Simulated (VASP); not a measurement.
VASP runs on HfSi$_{2}$ (space group Cmcm) share one base input (PBE GGA, plane waves, VASP's PBE PAW potentials (set 64)) and change the settings named in each case.

### KPOINTS
```
Automatic mesh
0
Gamma
6 6 6
0 0 0
```

**INCAR**
```
SYSTEM = HfSi2
PREC = Accurate; ENCUT = 300; LREAL = .False.
LASPH = .True.
EDIFF = 1E-6; NELM = 100; ALGO = Normal
LMAXMIX = 6
ISMEAR = -1; SIGMA = 0.1
GGA = PE
ISIF = 2
LWAVE = .False.; LCHARG = .False.
```

File POSCAR:
```
HfSi2
1
    1.8390710000    -7.3586900000     0.0000000000
    1.8390710000     7.3586900000     0.0000000000
    0.0000000000     0.0000000000     3.6799880000
Hf Si
2 4
Direct
  0.8942600000   0.1057400000   0.2500000000
  0.1057400000   0.8942600000   0.7500000000
  0.2502100000   0.7497900000   0.2500000000
  0.7497900000   0.2502100000   0.7500000000
  0.4471700000   0.5528300000   0.7500000000
  0.5528300000   0.4471700000   0.2500000000
```

POTCAR, in this order: Hf_pv Si (PBE.64 set). Program: vasp_std.

```json
[
 {"change": "base run", "E(σ→0) (eV/atom)": "-7.4804", "pressure (GPa)": "-1.64", "−TS (eV)": "-0.0532"},
 {"change": "ENCUT = 120", "E(σ→0) (eV/atom)": "-7.3181", "pressure (GPa)": "-50.40", "−TS (eV)": "-0.0518"},
 {"change": "ENCUT = 150", "E(σ→0) (eV/atom)": "-7.3859", "pressure (GPa)": "-16.06", "−TS (eV)": "-0.0527"},
 {"change": "ENCUT = 180", "E(σ→0) (eV/atom)": "-7.4277", "pressure (GPa)": "-5.14", "−TS (eV)": "-0.0527"},
 {"change": "ENCUT = 210", "E(σ→0) (eV/atom)": "-7.4614", "pressure (GPa)": "-2.15", "−TS (eV)": "-0.0529"},
 {"change": "ENCUT = 240", "E(σ→0) (eV/atom)": "-7.4730", "pressure (GPa)": "[?]", "−TS (eV)": "[?]"},
 {"change": "ENCUT = 270", "E(σ→0) (eV/atom)": "-7.4771", "pressure (GPa)": "-1.75", "−TS (eV)": "-0.0531"},
 {"change": "ENCUT = 345", "E(σ→0) (eV/atom)": "-7.4835", "pressure (GPa)": "-1.47", "−TS (eV)": "-0.0532"},
 {"change": "ENCUT = 390", "E(σ→0) (eV/atom)": "-7.4848", "pressure (GPa)": "-1.41", "−TS (eV)": "-0.0532"},
 {"change": "ENCUT = 450", "E(σ→0) (eV/atom)": "-7.4853", "pressure (GPa)": "-1.38", "−TS (eV)": "-0.0532"},
 {"change": "ENCUT = 525", "E(σ→0) (eV/atom)": "-7.4855", "pressure (GPa)": "-1.36", "−TS (eV)": "-0.0532"},
 {"change": "ENCUT = 600", "E(σ→0) (eV/atom)": "-7.4856", "pressure (GPa)": "-1.35", "−TS (eV)": "-0.0532"},
 {"change": "KPOINTS 3×3×3 Γ-centred mesh", "E(σ→0) (eV/atom)": "-7.4675", "pressure (GPa)": "-0.63", "−TS (eV)": "-0.0481"}
]
```

Q: Fill in the missing entries.

A: 
- ENCUT = 240, pressure (GPa): -1.77
- ENCUT = 240, −TS (eV): -0.0530

Energies of different potentials or functionals have different zeros.  Unless said otherwise, spin-orbit coupling is left out, though it shifts the bands of the heavy elements here. The base run's pressure lies -0.28 GPa from that at 600 eV (Pulay error).

Left out are runs that ran out of time, are held back, or changed the cell or the kind of run, fixed moments of cells without a moment, rows past the twelfth, gaps on odd meshes, pressures of charged cells and columns that move by less than the noise.

The structure comes from a computed database's HfSi2 entry; how it stands against other phases isn't given here. The cell was not relaxed at this level, its lattice was scaled by up to 2.5 %.
